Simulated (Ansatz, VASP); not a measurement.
**Two plane-wave programs on HfRu3**

File INCAR:

```
PREC = Accurate
ENCUT = 520
EDIFF = 1E-7
ISMEAR = 0
SIGMA = 0.15
LREAL = F
LASPH = T
NELM = 80
ALGO = Normal
ISIF = 2
LWAVE = F
LCHARG = T
GGA = PE
LELF = T
LVHAR = T
NBANDS = 34
```

File KPOINTS:

```
regular mesh
0
Gamma
  6 6 6
```

Contents of POSCAR:

```
HfRu3
1.0
    3.9557700000      0.0000000000      0.0000000000
    0.0000000000      3.9557700000      0.0000000000
    0.0000000000      0.0000000000      3.9557700000
Hf Ru
1 3
Direct
    0.0000000000      0.0000000000      0.0000000000
    0.5000000000      0.5000000000      0.0000000000
    0.5000000000      0.0000000000      0.5000000000
    0.0000000000      0.5000000000      0.5000000000
```

Input for Ansatz:

```yaml
crystal:
  lattice:
    - [3.95577, 0.0, 0.0]
    - [0.0, 3.95577, 0.0]
    - [0.0, 0.0, 3.95577]
  atoms:
    - { symbol: Hf, position: [0.0, 0.0, 0.0] }
    - { symbol: Ru, position: [0.5, 0.5, 0.0] }
    - { symbol: Ru, position: [0.5, 0.0, 0.5] }
    - { symbol: Ru, position: [0.0, 0.5, 0.5] }
kpoints:
  mp_grid:
    grid: [6, 6, 6]
    shift: [0.0, 0.0, 0.0]
hamiltonian:
  xc: pbe
scf:
  n_extra_bands: 4
  convergence:
    dr2_threshold: 1.0e-06
  mixing:
    algorithm: broyden
    beta: 0.2
    ndim: 12
  occupations:
    method: gaussian
    width: 0.15
output:
  stress: true
```

The cell comes from a database or a generator and needn't be the stable form of this composition.

Alike in both runs: task single point; functional PBE; k mesh 6 × 6 × 6; occupations gaussian, width 0.15 eV; no spin polarisation.

|  | VASP | Ansatz |
| --- | --- | --- |
| version | VASP 6.6.1 | Ansatz 0.2.0 |
| potentials or method | VASP PAW PBE potentials, release 64 (Hf_pv, Ru_pv) | plane waves, PAW |
| plane-wave cutoff (eV) | 520 | 420 |
| valence electrons in the cell | 52 | 74 |

```tsv
	VASP	Ansatz	Ansatz less VASP
pressure (GPa)	-1.8	-1.0	+0.83
```

The two sets of potentials don't hold the same shells in valence. Ansatz warned: «stress_scf_threshold_loose».

Spin-orbit coupling is left out, which matters for the levels of Hf.
